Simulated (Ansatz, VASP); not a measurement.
# ZnGa37O57 (partly crystallised Ga2O3): VASP beside Ansatz

One calculation is typed for both programs; each brings its own data sets. How far apart do they land? The structure shown is the start of the Ansatz relaxation below; VASP solves that cell, so the two are compared at the walk's first step.

Calculated with Ansatz 0.2.0; plane waves, with VASP 6.6.1 beside it; single point at PBE.

**1. Starting point**

The cell holds 95 atoms: 37 Ga, 1 Zn and 57 O. Cell: a = 10.645 Å, b = 10.645 Å, c = 10.645 Å, α = 90.0°, β = 90.0°, γ = 90.0°. It derives from Ga2O3 (partly crystallised Ga2O3). As first built, before any earlier steps moved the atoms (in the runner's words): 95 atoms (38 Fe, 57 O) placed at random at 4.21 g/cm^3, melted at 5000 K for 10 ps at fixed volume with the Morse and Coulomb pair potential with partial charges (Pedone, Malavasi, Menziani, Cormack and Segre, J. Phys. Chem. B 110, 11780 (2006)). Quenched from 5000 K to 300 K at 50 K/ps and fixed volume, held 5 ps, then minimised at fixed cell. Then Fe was replaced by Ga and the cell scaled by 1.003 (the potential has no terms for the new elements, so the cell is a start for a DFT relaxation). Nearest the centre at fractional (0.814, 0.487, 0.070): Zn38 at 0.00 Å, O60 at 1.84 Å, O81 at 1.91 Å, O53 at 1.92 Å, O63 at 1.94 Å, O46 at 2.56 Å, O50 at 2.82 Å, Ga4 at 3.05 Å.

**2. Ansatz: relaxation, PBE**

Ansatz runs on its PAW soft_1 files.

The two programs are compared at the cell with which this relaxation starts, whose forces are those of its first step.

Input file input.yaml:

```yaml
crystal:
  lattice:
    - [10.64534, 0.0, 0.0]
    - [0.0, 10.64534, 0.0]
    - [0.0, 0.0, 10.64534]
  atoms:
    - { symbol: Ga, position: [0.88305, 0.09824, 0.41966] }
    - { symbol: Ga, position: [0.6672, 0.92822, 0.23853] }
[... 1 atom line left out ...]
    - { symbol: Ga, position: [0.86206, 0.65271, 0.29852] }
    - { symbol: Ga, position: [0.04735, 0.68278, 0.03172] }
[... 1 atom line left out ...]
    - { symbol: Ga, position: [0.10417, 0.22952, 0.22492] }
[... 1 atom line left out ...]
    - { symbol: Ga, position: [0.12258, 0.50881, 0.43187] }
    - { symbol: Ga, position: [0.5782, 0.66962, 0.35567] }
    - { symbol: Ga, position: [0.60009, 0.51813, 0.82605] }
[... 1 atom line left out ...]
    - { symbol: Ga, position: [0.01173, 0.50325, 0.81942] }
[... 1 atom line left out ...]
    - { symbol: Ga, position: [0.56802, 0.40139, 0.19162] }
[... 9 atom lines left out ...]
    - { symbol: Ga, position: [0.16462, 0.07225, 0.44472] }
    - { symbol: Ga, position: [0.85045, 0.36827, 0.36361] }
    - { symbol: Ga, position: [0.60744, 0.22344, 0.92206] }
    - { symbol: Ga, position: [0.72985, 0.28339, 0.64849] }
    - { symbol: Ga, position: [0.01577, 0.26011, 0.93542] }
[... 3 atom lines left out ...]
    - { symbol: Ga, position: [0.30341, 0.43048, 0.68654] }
[... 3 atom lines left out ...]
    - { symbol: Ga, position: [0.59674, 0.16854, 0.39353] }
    - { symbol: Ga, position: [0.81087, 0.77237, 0.7802] }
[... 1 atom line left out ...]
    - { symbol: O, position: [0.44472, 0.66716, 0.0277] }
[... 1 atom line left out ...]
    - { symbol: O, position: [0.9538, 0.51839, 0.38378] }
[... 1 atom line left out ...]
    - { symbol: O, position: [0.16126, 0.2501, 0.05586] }
[... 1 atom line left out ...]
    - { symbol: O, position: [0.67533, 0.29028, 0.07358] }
[... 2 atom lines left out ...]
    - { symbol: O, position: [0.8802, 0.22102, 0.70445] }
    - { symbol: O, position: [0.94514, 0.30024, 0.20373] }
[... 2 atom lines left out ...]
    - { symbol: O, position: [0.66622, 0.5547, 0.9921], spin: 0.6 }
[... 1 atom line left out ...]
    - { symbol: O, position: [0.40455, 0.40729, 0.08729] }
[... 1 atom line left out ...]
    - { symbol: O, position: [0.67763, 0.74864, 0.21662] }
    - { symbol: O, position: [0.75855, 0.20372, 0.32384] }
    - { symbol: O, position: [0.49382, 0.5469, 0.26508] }
    - { symbol: O, position: [0.9218, 0.41569, 0.95486], spin: 0.6 }
[... 1 atom line left out ...]
    - { symbol: O, position: [0.90648, 0.14047, 0.99209] }
    - { symbol: O, position: [0.74391, 0.46271, 0.23604], spin: 0.6 }
[... 1 atom line left out ...]
    - { symbol: O, position: [0.74239, 0.40623, 0.51901] }
[... 4 atom lines left out ...]
    - { symbol: O, position: [0.73978, 0.66587, 0.44017] }
[... 1 atom line left out ...]
    - { symbol: O, position: [0.6318, 0.34391, 0.79348] }
[... 1 atom line left out ...]
    - { symbol: O, position: [0.089, 0.33885, 0.79976] }
    - { symbol: O, position: [0.75528, 0.01939, 0.11675] }
    - { symbol: O, position: [0.1967, 0.57819, 0.02857] }
[... 1 atom line left out ...]
    - { symbol: O, position: [0.49773, 0.29408, 0.3206] }
[... 1 atom line left out ...]
    - { symbol: O, position: [0.94711, 0.79642, 0.34847] }
    - { symbol: O, position: [0.91475, 0.62261, 0.13202], spin: 0.6 }
    - { symbol: O, position: [0.96109, 0.25561, 0.45894] }
    - { symbol: O, position: [0.06306, 0.85577, 0.08854] }
    - { symbol: O, position: [0.7129, 0.61469, 0.73175] }
[... 5 atom lines left out ...]
    - { symbol: O, position: [0.94687, 0.48524, 0.65634] }
[... 1 atom line left out ...]
    - { symbol: O, position: [0.97592, 0.66907, 0.87144] }
    - { symbol: O, position: [0.72563, 0.81807, 0.93319] }
[... 1 atom line left out ...]
    - { symbol: O, position: [0.16202, 0.39176, 0.55731] }
magnetization:
  spin_polarized: true
kpoints:
  mp_grid: { grid: [1, 1, 1] }
hamiltonian:
  xc: pbe
  pseudopotentials: { kind: paw, azcp: { folder: soft_1 } }
scf:
  occupations: { method: fermi_dirac, width: 0.025 }
  lower_state_search: "off"
output:
  forces: true
  eigenvalues: true
relax:
  f_tol: 0.05
  max_steps: 90
```

Started as:

```console
ansatz run input.yaml --threads 4 --pin off --max-ram 8192MiB --backend cpu --events-out ev --progress --plain --runs-dir out
```

Numbers of over 12 decimals in the logs are rounded to 6 here.

Log:

```text
Engine: ansatz 0.2.0, aarch64-unknown-linux-gnu
Pseudopotentials: kind: paw
Pseudopotential: Ga, paw, valence charge 13, recommended cutoff 420 eV (normal), soft_1/Ga.paw.azcp
Pseudopotential: Zn, paw, valence charge 12, recommended cutoff 420 eV (normal), soft_1/Zn.paw.azcp
Pseudopotential: O, paw, valence charge 6, recommended cutoff 420 eV (normal), soft_1/O.paw.azcp
Functional definition: PBE
  parameter kappa = 0.804
  parameter beta = 0.066725
  exchange = pbe_x(kappa = kappa, mu = beta*pi^2/3)
  correlation = pbe_c(beta = beta)
Crystal: 95 atoms, lattice volume = 1206.365 Å³
Basis set: ecut = 420 eV, 23583 PW (Γ), exchange–correlation on 144×144×144 points (8 copies of the dense FFT grid, shifted against one another)
Bands: 514, of which v1, the nominal top of the filled ones, is band 418 counted from 1 (417 counted from 0)
Symmetry: 1 space group operations
Space group: P1 (ITA 1), of the structure as read, at distance tolerance 1.1e-4 Å
Magnetic group: BNS 1.1 (UNI 1), of the structure as read, at distance tolerance 1.1e-4 Å
k-points: 1
Non-local potential: Ga, projectors of the file, l = 0: 2, l = 1: 2, l = 2: 3, l = 3: 1
Non-local potential: Zn, projectors of the file, l = 0: 2, l = 1: 2, l = 2: 3, l = 3: 1
Non-local potential: O, projectors of the file, l = 0: 2, l = 1: 2, l = 2: 1
PAW form: soft (Blöchl's): semilocal exchange-correlation on the pseudo side does not see the compensation charge
PAW one-centre angular grid: Ga, 590 points (default); XC on 64 Gauss nodes
PAW one-centre angular grid: Zn, 590 points (default); XC on 64 Gauss nodes
PAW one-centre angular grid: O, 110 points (default); XC on 64 Gauss nodes
Initial density: superposition of atomic densities (chi_scale 0.1, normalization cell, long waves kept (reshape's long-wave potential 0.20 eV rms))
Starting moments: Σ|m| = 3 μB on 5 of 95 sites
Initial wavefunctions: pseudopotential atomic-orbital guess
Functional: x = pbe(κ = 0.804, μ = 0.219515), c = pbe(β = 0.066725)
SCF iter   1: F=—  HF=-175675.882254 eV  |F-HF|=—  |Δ(HF+E_count)|=         —  Δρ=5.77e-2 (↑5.39e-2 ↓5.77e-2)  dr2=7.53e1  dr2_m=1.61e0  M=0.336 μB ∫|m|=0.858 μB  β_m=0.30  ethr=3.10e-3  ⟨swp⟩=5.5  Hψ=3452  notcnv=0  defer=38
preconditioner: auto → Resta (q_TF=auto, 2.566 Å⁻¹)  ε∞=4.0  [insulator: Δε(μ)=2.035 eV  Ē_g=17.876 eV  σ=0.025 eV  W_gap=0.66  n_scr=340 (ndim 8)  ℏωp=30.9 eV  f_vac=0.070  D(μ)=31.53/eV (n_scr^D=202)  ε∞_Penn≈4.0]
spin=Collinear: Resta preconditioning applied to the charge; magnetization (m = ρ↑ − ρ↓) channel mixes plain (no charge-response kernel on spin).
SCF iter   2: F=—  HF=-175662.245930 eV  |F-HF|=—  |Δ(HF+E_count)|=    1.36e1  Δρ=3.63e-2 (↑3.59e-2 ↓3.63e-2)  dr2=3.15e1  dr2_m=4.42e-1  M=0.995 μB ∫|m|=1.263 μB  β_m=0.30  ethr=3.10e-3  ⟨swp⟩=3.0  Hψ=1986  notcnv=0  defer=180
SCF iter   3: F=—  HF=-175653.316068 eV  |F-HF|=—  |Δ(HF+E_count)|=    8.93e0  Δρ=1.82e-2 (↑1.38e-2 ↓1.82e-2)  dr2=9.02e0  dr2_m=6.16e-1  M=0.240 μB ∫|m|=0.652 μB  β_m=0.30  ethr=3.10e-3  ⟨swp⟩=2.0  Hψ=1753  notcnv=0  defer=179
SCF iter   4: F=—  HF=-175651.870028 eV  |F-HF|=—  |Δ(HF+E_count)|=    1.45e0  Δρ=8.27e-3 (↑7.79e-3 ↓8.27e-3)  dr2=1.93e0  dr2_m=1.10e-1  M=0.955 μB ∫|m|=1.137 μB  β_m=0.30  ethr=1.08e-3  ⟨swp⟩=2.5  Hψ=1058  notcnv=0  defer=179
SCF iter   5: F=—  HF=-175651.573930 eV  |F-HF|=—  |Δ(HF+E_count)|=   2.96e-1  Δρ=8.52e-3 (↑4.43e-3 ↓8.52e-3)  dr2=1.55e0  dr2_m=2.13e-1  M=0.833 μB ∫|m|=1.040 μB  β_m=0.30  ethr=2.31e-4  ⟨swp⟩=2.0  Hψ=1547  notcnv=0  defer=180
SCF iter   6: F=—  HF=-175651.676629 eV  |F-HF|=—  |Δ(HF+E_count)|=   1.03e-1  Δρ=4.83e-3 (↑3.52e-3 ↓4.83e-3)  dr2=6.98e-1  dr2_m=4.61e-2  M=0.955 μB ∫|m|=1.112 μB  β_m=0.30  ethr=1.86e-4  ⟨swp⟩=2.0  Hψ=1598  notcnv=0  defer=180
SCF iter   7: F=—  HF=-175651.730555 eV  |F-HF|=—  |Δ(HF+E_count)|=   5.39e-2  Δρ=3.06e-3 (↑2.73e-3 ↓3.06e-3)  dr2=2.75e-1  dr2_m=2.15e-2  M=0.949 μB ∫|m|=1.088 μB  β_m=0.30  ethr=8.36e-5  ⟨swp⟩=2.0  Hψ=1394  notcnv=0  defer=180
Mixer restart at iter 7: flushing history
spin-set hold released at iteration 7 (site moments contracting): the magnetisation degrees of freedom join the quasi-Newton model from the next iteration; the mixer history was flushed
SCF iter   8: F=—  HF=-175651.785810 eV  |F-HF|=—  |Δ(HF+E_count)|=   5.53e-2  Δρ=6.35e-3 (↑1.99e-3 ↓6.35e-3)  dr2=6.99e-1  dr2_m=1.20e-1  M=0.952 μB ∫|m|=1.095 μB  β_m=0.30  ethr=3.30e-5  ⟨swp⟩=2.0  Hψ=1587  notcnv=0  defer=180
SCF iter   9: F=—  HF=-175651.820621 eV  |F-HF|=—  |Δ(HF+E_count)|=   3.48e-2  Δρ=3.73e-3 (↑2.08e-3 ↓3.73e-3)  dr2=3.73e-1  dr2_m=2.23e-2  M=0.972 μB ∫|m|=1.104 μB  β_m=0.12  ethr=3.30e-5  ⟨swp⟩=2.0  Hψ=1766  notcnv=0  defer=180
SCF iter  10: F=—  HF=-175651.831787 eV  |F-HF|=—  |Δ(HF+E_count)|=   1.12e-2  Δρ=2.88e-3 (↑1.49e-3 ↓2.88e-3)  dr2=2.08e-1  dr2_m=1.57e-2  M=0.951 μB ∫|m|=1.078 μB  β_m=0.23  ethr=3.30e-5  ⟨swp⟩=1.0  Hψ=848  notcnv=0  defer=180
[...]
--- Relaxed structure (8 steps of the walk, 7 accepted, 0 SCFs on fresh bases) ---
  F+E_penalty+E_count = -175652.30629586 eV   max|allowed force component| = 3.254e-2 eV/Å
  atoms:
    - { symbol: Ga, position: [0.882258, 0.095567, 0.418556] }
    - { symbol: Ga, position: [0.666944, 0.927529, 0.236926] }
    - { symbol: Ga, position: [0.306009, 0.637417, 0.892004] }
    - { symbol: Ga, position: [0.861969, 0.651231, 0.297947] }
    - { symbol: Ga, position: [0.045803, 0.683223, 0.032248] }
    - { symbol: Ga, position: [0.063405, 0.889292, 0.265593] }
    - { symbol: Ga, position: [0.105899, 0.229301, 0.225610] }
    - { symbol: Ga, position: [0.013283, 0.312792, 0.622365] }
    - { symbol: Ga, position: [0.123262, 0.509911, 0.428012] }
    - { symbol: Ga, position: [0.579128, 0.669599, 0.356610] }
    - { symbol: Ga, position: [0.598164, 0.520718, 0.828015] }
    - { symbol: Ga, position: [0.601329, 0.012976, 0.688543] }
    - { symbol: Ga, position: [0.013696, 0.502835, 0.819668] }
    - { symbol: Ga, position: [0.098321, 0.705893, 0.646415] }
    - { symbol: Ga, position: [0.574177, 0.405596, 0.192530] }
    - { symbol: Ga, position: [0.800147, 0.991027, 0.939995] }
    - { symbol: Ga, position: [0.358673, 0.813631, 0.093557] }
    - { symbol: Ga, position: [0.173660, 0.947854, 0.974771] }
    - { symbol: Ga, position: [0.300667, 0.765146, 0.401761] }
    - { symbol: Ga, position: [0.825933, 0.850534, 0.512629] }
    - { symbol: Ga, position: [0.323395, 0.293835, 0.986130] }
    - { symbol: Ga, position: [0.330264, 0.553303, 0.167156] }
    - { symbol: Zn, position: [0.817906, 0.485683, 0.067416] }
    - { symbol: Ga, position: [0.347171, 0.348181, 0.399672] }
    - { symbol: Ga, position: [0.168216, 0.071954, 0.443181] }
[...]
- { symbol: Ga, position: [0.804104, 0.565319, 0.586114] }
    - { symbol: Ga, position: [0.291482, 0.118767, 0.738950] }
    - { symbol: Ga, position: [0.304363, 0.433661, 0.684031] }
    - { symbol: Ga, position: [0.814299, 0.189461, 0.140039] }
    - { symbol: Ga, position: [0.037794, 0.987086, 0.705033] }
    - { symbol: Ga, position: [0.448573, 0.053229, 0.127343] }
    - { symbol: Ga, position: [0.596805, 0.167772, 0.391513] }
    - { symbol: Ga, position: [0.814445, 0.769024, 0.784280] }
    - { symbol: O, position: [0.633264, 0.151783, 0.565221] }
    - { symbol: O, position: [0.440830, 0.667056, 0.030029] }
    - { symbol: O, position: [0.429724, 0.027234, 0.702019] }
    - { symbol: O, position: [0.953006, 0.518261, 0.388032] }
    - { symbol: O, position: [0.754499, 0.963306, 0.390628] }
    - { symbol: O, position: [0.164757, 0.247422, 0.056464] }
    - { symbol: O, position: [0.236080, 0.205831, 0.345761] }
    - { symbol: O, position: [0.674473, 0.287474, 0.076005] }
    - { symbol: O, position: [0.944202, 0.989973, 0.548150] }
    - { symbol: O, position: [0.152904, 0.860273, 0.681962] }
    - { symbol: O, position: [0.874237, 0.221118, 0.697123] }
    - { symbol: O, position: [0.947121, 0.297787, 0.205658] }
    - { symbol: O, position: [0.031284, 0.065876, 0.302928] }
    - { symbol: O, position: [0.466182, 0.767363, 0.439921] }
    - { symbol: O, position: [0.657831, 0.553812, 0.991997] }
    - { symbol: O, position: [0.205042, 0.913131, 0.379179] }
    - { symbol: O, position: [0.406276, 0.408003, 0.087500] }
    - { symbol: O, position: [0.284978, 0.987105, 0.113175] }
    - { symbol: O, position: [0.676386, 0.748160, 0.216924] }
    - { symbol: O, position: [0.759116, 0.202312, 0.323927] }
    - { symbol: O, position: [0.492618, 0.547331, 0.267136] }
    - { symbol: O, position: [0.938437, 0.415533, 0.954158] }
    - { symbol: O, position: [0.670717, 0.079968, 0.846191] }
    - { symbol: O, position: [0.906170, 0.141408, 0.990541] }
[...]
- { symbol: O, position: [0.531663, 0.042776, 0.284308] }
    - { symbol: O, position: [0.160931, 0.117844, 0.610917] }
    - { symbol: O, position: [0.943339, 0.480276, 0.659369] }
    - { symbol: O, position: [0.422320, 0.539370, 0.795880] }
    - { symbol: O, position: [0.975018, 0.670863, 0.869944] }
    - { symbol: O, position: [0.726239, 0.817529, 0.934464] }
    - { symbol: O, position: [0.708216, 0.877700, 0.654540] }
    - { symbol: O, position: [0.162034, 0.394281, 0.555452] }
```

In the SCF lines HF is the Harris–Foulkes energy and dr2 the Hartree energy of the density residual, in eV; the loop may stop once dr2 is under the threshold and the program's other checks hold. Hψ counts applications of the Hamiltonian.

(Part 1 of 2 ends here.)

[Lines on the potential files, build, host, timing and source positions are cut from VASP's logs without a mark.]

[Logs are printed without paths, hosts, clocks, repeated set-up lines and the standing remarks that a program may print on its own settings, such as how far it seeks lower states.]

[Hosts, paths, dates, database ids (printed as entryN), source tags and the programs' standing remarks are cut or masked in the printed files.]
